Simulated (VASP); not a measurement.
Here is the system:

```yaml
crystal:
  lattice:
    - [2.10414, -3.64448, 0.00000]
    - [2.10414, 3.64448, 0.00000]
    - [0.00000, 0.00000, 7.44367]
  atoms:
    - { symbol: Mg, position: [0.00000, 0.00000, 0.00000] }
    - { symbol: I, position: [0.33333, 0.66667, 0.22096] }
    - { symbol: I, position: [0.66667, 0.33333, 0.77904] }
```

All values below come from PBE GGA, VASP's PBE PAW potentials (set 64) (plane waves; VASP). Run with 480 eV cut-off, 6×6×4 Γ-centred mesh, Gaussian smearing of 0.050 eV, potentials Mg I.

Without a dispersion term in the relaxation, distances and binding between the weakly bound layers, chains or molecules are unreliable, and so is what depends on them.

**Question.** Which forces act on the atoms, in eV/Å?

**Answer.** 
```json
[
 {"atom": "Mg1", "Fx": "0.000", "Fy": "0.000", "Fz": "0.000"},
 {"atom": "I2", "Fx": "0.000", "Fy": "0.000", "Fz": "0.113"},
 {"atom": "I3", "Fx": "0.000", "Fy": "0.000", "Fz": "-0.113"}
]
```

**Question.** Give the stress tensor in GPa (positive for a compressed cell).

**Answer.** 
```
0.23  0.00  0.00
0.00  0.23  0.00
0.00  0.00  0.66
```
The pressure is its mean diagonal, 0.38 GPa.

The compound is MgI2 in the 1T layered structure. This cell was strained or had an atom moved on purpose.
